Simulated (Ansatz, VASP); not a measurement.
## Two plane-wave programs on GaSi

```
CELL_PARAMETERS angstrom
2.86419 0.00000 0.00000
0.00000 2.86419 0.00000
0.00000 0.00000 4.10813
ATOMIC_POSITIONS crystal
Ga 0.00000 0.00000 0.00000
Si 0.50000 0.50000 0.50000
```

Alike in both runs: functional PBE; k mesh 20 × 20 × 14; occupations gaussian, width 0.1 eV; no spin polarisation.

Ansatz relaxed the structure, and its values are those at the end. VASP's run is a single point on that final structure, the one shown.

|  | VASP | Ansatz |
| --- | --- | --- |
| version | VASP 6.6.1 | Ansatz 0.2.0 |
| potentials or method | VASP PAW PBE potentials, release 64 (Ga_d, Si) | scalar-relativistic, plane waves, PAW |
| plane-wave cutoff (eV) | 520 | 420 |
| valence electrons in the cell | 17 | 17 |

```csv
,VASP,Ansatz,Ansatz less VASP
gap on the k mesh at the Fermi level (eV),none,none,-
pressure (GPa),0.0,0.0,-0.05
```

A gap of «none» marks a metal or a gap that the smearing closes.
